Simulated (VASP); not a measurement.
OSZICAR of a VASP run on Fe (bcc):

OSZICAR:
```
       N       E                     dE             d eps       ncg     rms          rms(c)
DAV:   1     0.144598447413E+02    0.14460E+02   -0.44794E+03 10648   0.122E+03
DAV:   2    -0.101273519532E+02   -0.24587E+02   -0.23428E+02 10436   0.132E+02
DAV:   3    -0.104347378929E+02   -0.30739E+00   -0.30637E+00 11523   0.203E+01
DAV:   4    -0.104363184163E+02   -0.15805E-02   -0.15804E-02 11364   0.132E+00
DAV:   5    -0.104363342709E+02   -0.15855E-04   -0.15863E-04 11176   0.116E-01    0.127E+01
DAV:   6    -0.930650624255E+01    0.11298E+01   -0.11874E+01 10890   0.602E+01    0.476E+00
DAV:   7    -0.924390510729E+01    0.62601E-01   -0.59939E-01 10956   0.134E+01    0.302E+00
DAV:   8    -0.923325354469E+01    0.10652E-01   -0.46201E-03 12773   0.617E-01    0.141E+00
DAV:   9    -0.922387777929E+01    0.93758E-02   -0.55820E-03 12953   0.655E-01    0.376E-01
DAV:  10    -0.922398719683E+01   -0.10942E-03   -0.73119E-04 12320   0.393E-01    0.145E-01
DAV:  11    -0.922396281444E+01    0.24382E-04   -0.10068E-04 10903   0.191E-01    0.232E-02
DAV:  12    -0.922396213567E+01    0.67877E-06   -0.28107E-06 11302   0.290E-02    0.970E-03
DAV:  13    -0.922395796385E+01    0.41718E-05   -0.10106E-06 10635   0.146E-02    0.461E-03
DAV:  14    -0.922396378484E+01   -0.58210E-05   -0.12253E-07  5461   0.471E-03    0.694E-04
DAV:  15    -0.922396382755E+01   -0.42706E-07   -0.33331E-09  5206   0.704E-04
   1 F= -.92239638E+01 E0= -.92239638E+01  d E =0.000000E+00  mag=     1.9719
```

Question: Which electronic solver shows in the log?

Answer: It is blocked Davidson (ALGO = Normal, or the opening steps of other solvers). The INCAR had ALGO = Normal.

Question: How was spin treated?

Answer: Collinear spin (ISPIN = 2): the summary line carries one mag value, 1.97 μB in the cell.

Question: Can the final energy be trusted as converged?

Answer: Self-consistency was reached. It stopped with EDIFF = 1E-7, NELM = 100 (LDA (Ceperley-Alder, Perdew-Zunger), plane waves, VASP's LDA PAW potentials (set 64)).

The compound is Fe in the bcc structure. It was relaxed first, which changed the volume by -12 %.
